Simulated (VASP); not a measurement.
All values below come from HSE06 screened hybrid, VASP's PBE PAW potentials (set 64) (plane waves; VASP 6.6.1).

VASP ran on this input.

### POSCAR
```
CrC31Si31
1
    8.7583314357     0.0000000000     0.0000000000
    0.0000000000     8.7583314357     0.0000000000
    0.0000000000     0.0000000000     8.7583314357
Si C Cr
31 31 1
Direct
  0.4989937910   0.0016044689   0.0008001026
  0.7484922178   0.2504388663   0.9989949963
  0.7483077031   0.0004052145   0.2513192184
  0.0000060187   0.0005676394   0.9996062283
  0.2482323152   0.2486732291   0.9979348592
  0.4997560772   0.5003525523   0.9965500873
  0.7503353792   0.7510064422   0.9987161200
  0.2484281286   0.9998050601   0.2493950885
  0.4928693050   0.2488837887   0.2478885410
  0.7548802942   0.5078592222   0.2448031598
  0.5000037235   0.9979268252   0.4996304229
  0.7518484149   0.2487691601   0.5068318048
  0.7502911113   0.9997533774   0.7512538882
  0.9995050076   0.5017686297   0.0001662697
  0.2491342956   0.7501894986   0.9993676343
  0.0006677312   0.2503442601   0.2511691754
  0.2495085123   0.5016188281   0.2500769831
  0.4988049861   0.7493656036   0.2511651497
  0.9989535741   0.0015373219   0.5006447932
  0.2495719767   0.2510799096   0.5007031277
  0.7485501816   0.7494408313   0.5008358518
  0.2496005938   0.9995187772   0.7500697256
  0.4989545427   0.2510305648   0.7501276025
  0.7495515118   0.5016560297   0.7501910120
  0.0009524981   0.7510292258   0.2492441409
  0.0030955747   0.5004090755   0.4998595879
  0.2505700821   0.7483547469   0.4995873607
  0.0017373202   0.2486951751   0.7514232535
  0.2504895582   0.5012220637   0.7491719422
  0.5000638665   0.7483873503   0.7491561462
  0.0002774479   0.7502161163   0.7505322819
  0.6243088104   0.1278635951   0.1275547613
  0.8732661864   0.3747902508   0.1264422804
  0.8721053270   0.1278000199   0.3753756553
  0.1240814218   0.1254700750   0.1252167238
  0.3743951637   0.3764585051   0.1218891689
  0.6230892016   0.6244323368   0.1234612985
  0.8741145528   0.8760846435   0.1254851052
  0.3750756351   0.1238917261   0.3766347340
  0.8762240801   0.6245653419   0.3765165311
  0.6230364950   0.1239070082   0.6246203173
  0.8777689725   0.3765323456   0.6251647604
  0.8744179862   0.1255304405   0.8755593258
  0.1236236552   0.6256246303   0.1242308176
  0.3744218393   0.8761757423   0.1247802460
  0.1255055135   0.3748459239   0.3739531405
  0.3698264288   0.6281527265   0.3697139165
  0.6252048661   0.8744194993   0.3744047783
  0.1245024416   0.1242811427   0.6251769040
  0.3703601678   0.3714663839   0.6293313812
  0.6300278668   0.6283050607   0.6298746550
  0.8749152335   0.8762138561   0.6252371249
  0.3744534234   0.1242728427   0.8751703347
  0.6256846576   0.3748760189   0.8741262434
  0.8753957885   0.6256268547   0.8760551199
  0.1228267477   0.8770590708   0.3758297155
  0.1246726837   0.6259634514   0.6253179318
  0.3746461232   0.8742710617   0.6249574967
  0.1229901329   0.3761681739   0.8766873102
  0.3743255297   0.6259254367   0.8749839441
  0.6238013901   0.8771097541   0.8768714133
  0.1243814146   0.8756401110   0.8752642400
  0.5115015223   0.4898681150   0.4882230688
```

File KPOINTS:
```
Automatic mesh
0
Gamma
1 1 1
0 0 0
```

**INCAR**
```
ISMEAR  =  0   # Gaussian
LASPH  =  .TRUE.   # aspherical one-centre terms
LORBIT  =  10
LMAXMIX  =  4   # l cut-off of mixed one-centre charges
NUPDOWN  =  3
GGA  =  PE   # PBE
PRECFOCK  =  Fast
HFSCREEN  =  0.2   # 1/Angstrom
LREAL  =  Auto
NELECT  =  261.0
NELM  =  50
LHFCALC  =  .TRUE.
ISYM  =  0
ISPIN  =  2   # spin-polarised
PREC  =  Normal
SIGMA  =  0.05   # width (eV)
LWAVE  =  .FALSE.
SYSTEM  =  CrC31Si31
NELMIN  =  4
ISIF  =  0
EDIFF  =  1E-5   # SCF stop (eV)
ALGO  =  Normal
ENCUT  =  400   # plane-wave cut-off (eV)
LCHARG  =  .FALSE.
AEXX  =  0.25
MAGMOM  =  63*0.0476
```

POTCAR, in this order: Si C Cr_pv (PBE.64 set). Program: vasp_gam. Read from the step before: WAVECAR.

Output of the run:

**OSZICAR**
```
       N       E                     dE             d eps       ncg     rms          rms(c)
DAV:   1    -0.538096304188E+03   -0.53810E+03   -0.10630E+01   680   0.857E+00    0.147E+01
DAV:   2    -0.538275470112E+03   -0.17917E+00   -0.61288E-01   828   0.196E+00    0.106E+01
DAV:   3    -0.538276735369E+03   -0.12653E-02   -0.10315E-01   832   0.102E+00    0.637E+00
DAV:   4    -0.538276885236E+03   -0.14987E-03   -0.40847E-02   800   0.481E-01    0.369E+00
DAV:   5    -0.538276404445E+03    0.48079E-03   -0.67488E-03   796   0.180E-01    0.216E+00
DAV:   6    -0.538276020656E+03    0.38379E-03   -0.28685E-03   788   0.126E-01    0.124E+00
DAV:   7    -0.538275967597E+03    0.53059E-04   -0.10092E-03   776   0.710E-02    0.713E-01
DAV:   8    -0.538275947878E+03    0.19719E-04   -0.30448E-04   804   0.348E-02    0.415E-01
DAV:   9    -0.538275948581E+03   -0.70279E-06   -0.13790E-04   724   0.238E-02    0.239E-01
DAV:  10    -0.538275953799E+03   -0.52180E-05   -0.52108E-05   544   0.142E-02
   1 F= -.53827595E+03 E0= -.53827595E+03  d E =-.131695E-11  mag=     3.0000
```

File OUTCAR:
```
------------------------ aborting loop because EDIFF is reached ----------------------------------------
  volume of cell :      671.84
      direct lattice vectors                 reciprocal lattice vectors
     8.758331436  0.000000000  0.000000000     0.114176999  0.000000000  0.000000000
     0.000000000  8.758331436  0.000000000     0.000000000  0.114176999  0.000000000
     0.000000000  0.000000000  8.758331436     0.000000000  0.000000000  0.114176999
  FREE ENERGIE OF THE ION-ELECTRON SYSTEM (eV)
  ---------------------------------------------------
  free  energy   TOTEN  =      -538.2759537988 eV

  energy  without entropy=     -538.2759537988  energy(sigma->0) =     -538.27595380

  exchange ACFDT corr.  =         0.00000000  see jH, gK, PRB 81, 115126

 total charge

# of ion       s       p       d       tot
------------------------------------------
    1        0.712   0.978   0.000   1.690
    2        0.709   0.981   0.000   1.690
    3        0.709   0.980   0.000   1.689
    4        0.708   0.979   0.000   1.687
    5        0.711   0.976   0.000   1.687
    6        0.708   0.983   0.000   1.691
    7        0.711   0.972   0.000   1.683
    8        0.711   0.974   0.000   1.685
    9        0.735   0.926   0.000   1.661
   10        0.737   0.925   0.000   1.662
   11        0.708   0.983   0.000   1.691
   12        0.735   0.926   0.000   1.661
   13        0.711   0.974   0.000   1.685
   14        0.712   0.982   0.000   1.694
   15        0.708   0.978   0.000   1.686
   16        0.709   0.981   0.000   1.690
   17        0.708   0.978   0.000   1.687
   18        0.708   0.977   0.000   1.685
   19        0.712   0.978   0.000   1.690
   20        0.709   0.977   0.000   1.686
   21        0.708   0.977   0.000   1.685
   22        0.708   0.979   0.000   1.687
   23        0.709   0.977   0.000   1.686
   24        0.708   0.978   0.000   1.687
   25        0.711   0.972   0.000   1.683
   26        0.708   0.983   0.000   1.691
   27        0.708   0.974   0.000   1.682
   28        0.711   0.976   0.000   1.686
   29        0.708   0.975   0.000   1.683
   30        0.708   0.974   0.000   1.682
   31        0.708   0.978   0.000   1.686
   32        0.836   1.701   0.000   2.537
   33        0.842   1.698   0.000   2.540
   34        0.836   1.701   0.000   2.537
   35        0.835   1.718   0.000   2.553
   36        0.845   1.694   0.000   2.539
   37        0.842   1.696   0.000   2.538
   38        0.839   1.708   0.000   2.547
   39        0.841   1.696   0.000   2.538
   40        0.842   1.696   0.000   2.538
   41        0.841   1.696   0.000   2.537
   42        0.845   1.693   0.000   2.538
   43        0.835   1.718   0.000   2.553
   44        0.838   1.719   0.000   2.557
   45        0.842   1.706   0.000   2.548
   46        0.834   1.721   0.000   2.555
   47        0.846   1.700   0.000   2.546
   48        0.834   1.720   0.000   2.554
   49        0.838   1.715   0.000   2.554
   50        0.848   1.686   0.000   2.534
   51        0.846   1.700   0.000   2.546
   52        0.842   1.706   0.000   2.548
   53        0.838   1.716   0.000   2.554
   54        0.834   1.722   0.000   2.556
   55        0.838   1.719   0.000   2.557
   56        0.844   1.695   0.000   2.539
   57        0.836   1.721   0.000   2.557
   58        0.839   1.711   0.000   2.550
   59        0.844   1.700   0.000   2.544
   60        0.836   1.722   0.000   2.557
   61        0.844   1.695   0.000   2.539
   62        0.836   1.719   0.000   2.555
   63        0.382   6.304   4.157  10.843
--------------------------------------------------
tot         48.482  89.368   4.157 142.007

 magnetization (x)

# of ion       s       p       d       tot
------------------------------------------
    1        0.001  -0.003   0.000  -0.003
    2        0.000  -0.003   0.000  -0.003
    3       -0.000  -0.003   0.000  -0.003
    4       -0.000  -0.003   0.000  -0.003
    5        0.000  -0.000   0.000  -0.000
    6       -0.000  -0.003   0.000  -0.003
    7       -0.001  -0.005   0.000  -0.005
    8        0.001   0.002   0.000   0.002
    9        0.006   0.032   0.000   0.038
   10       -0.005  -0.019   0.000  -0.024
   11       -0.000  -0.003   0.000  -0.003
   12        0.006   0.032   0.000   0.038
   13        0.001   0.002   0.000   0.002
   14        0.000   0.002   0.000   0.002
   15       -0.000  -0.003   0.000  -0.003
   16        0.000  -0.003   0.000  -0.003
   17        0.003   0.000   0.000   0.003
   18        0.003   0.001   0.000   0.005
   19        0.001  -0.003   0.000  -0.003
   20        0.004   0.003   0.000   0.007
   21        0.003   0.001   0.000   0.005
   22        0.000  -0.001   0.000  -0.001
...
```
(Selected blocks of OUTCAR.)

OUTCAR:
```
 val. band max:        9.0119522137   @ k =   0.0000   0.0000   0.0000

 cond. band min:       9.4132699085   @ k =   0.0000   0.0000   0.0000


 Fermi energy:         8.8625495501

 spin component 1

 k-point     1 :       0.0000    0.0000    0.0000
  band No.  band energies     occupation
      1     -38.9936      1.00000
      2     -38.9443      1.00000
      3     -38.9160      1.00000
      4      -9.6065      1.00000
      5      -8.0241      1.00000
      6      -7.9959      1.00000
      7      -7.9423      1.00000
      8      -7.9385      1.00000
      9      -7.8511      1.00000
     10      -7.6192      1.00000
     11      -6.5179      1.00000
     12      -6.5142      1.00000
     13      -6.4979      1.00000
     14      -6.4938      1.00000
     15      -6.4480      1.00000
     16      -6.4381      1.00000
     17      -6.4330      1.00000
     18      -6.4230      1.00000
     19      -6.3314      1.00000
     20      -6.3005      1.00000
     21      -6.1510      1.00000
     22      -6.0474      1.00000
     23      -5.8661      1.00000
     24      -5.8181      1.00000
     25      -5.6449      1.00000
     26      -4.7694      1.00000
     27      -4.3639      1.00000
     28      -4.3341      1.00000
     29      -4.2377      1.00000
     30      -4.1635      1.00000
     31      -4.1298      1.00000
     32      -4.1035      1.00000
     33      -3.9165      1.00000
     34      -3.8761      1.00000
     35      -2.1294      1.00000
     36      -1.9840      1.00000
     37      -1.9479      1.00000
     38      -1.9149      1.00000
     39      -1.2571      1.00000
     40      -1.2556      1.00000
     41      -1.1417      1.00000
     42      -0.6525      1.00000
     43      -0.4861      1.00000
     44      -0.4809      1.00000
     45      -0.4597      1.00000
     46      -0.4134      1.00000
     47      -0.4001      1.00000
     48       0.3665      1.00000
     49       0.6200      1.00000
...
```

The cell is charged, with a uniform compensating background. The supercell is sampled at Γ alone, which is coarse: total energies, pressure and levels can be off, energies of defects by several tenths of an eV.

The cell is a supercell with a defect, built from SiC (zinc blende): Cr_Si-vac_C, charge -1. The cell's shape comes from a PBE relaxation.
